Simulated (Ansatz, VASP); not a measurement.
# One calculation of BaBe4Ag, two programs

```xyz
6
Lattice="0.0000 3.6310 3.6310 3.6310 0.0000 3.6310 3.6310 3.6310 0.0000" Properties=species:S:1:pos:R:3 pbc="T T T"
Ba    0.0000    0.0000    0.0000
Be    4.4511    2.8110    4.4511
Be    4.4511    4.4511    2.8110
Be    2.8110    2.8110    2.8110
Be    2.8110    4.4511    4.4511
Ag    5.4466    5.4466    5.4466
```

Alike in both runs: functional PBE; k mesh 4 × 4 × 4; occupations gaussian, width 0.1 eV; no spin polarisation.

Ansatz relaxed the structure, and its values are those at the end. VASP's run is a single point on that final structure, the one shown.

```csv
,VASP,Ansatz
version,VASP 6.6.1,Ansatz 0.2.0
potentials or method,"VASP PAW PBE potentials, release 64 (Ba_sv, Be, Ag)","scalar-relativistic, plane waves, PAW"
plane-wave cutoff (eV),520,420
valence electrons in the cell,29,37
```

Ansatz gave:

```
gap on the k mesh at the Fermi level (eV) : none
pressure (GPa)                            : 0.3
```

Question: What did VASP give for the same quantities?

Answer: gap on the k mesh at the Fermi level (eV): none; pressure (GPa): 0.9.

A gap of «none» marks a metal or a gap that the smearing closes. The two sets of potentials don't hold the same shells in valence.

Caveats: the k mesh is coarse (spacing up to 0.37 Å⁻¹), so the values aren't converged. Spin-orbit coupling is left out, which matters for the levels of Ba.
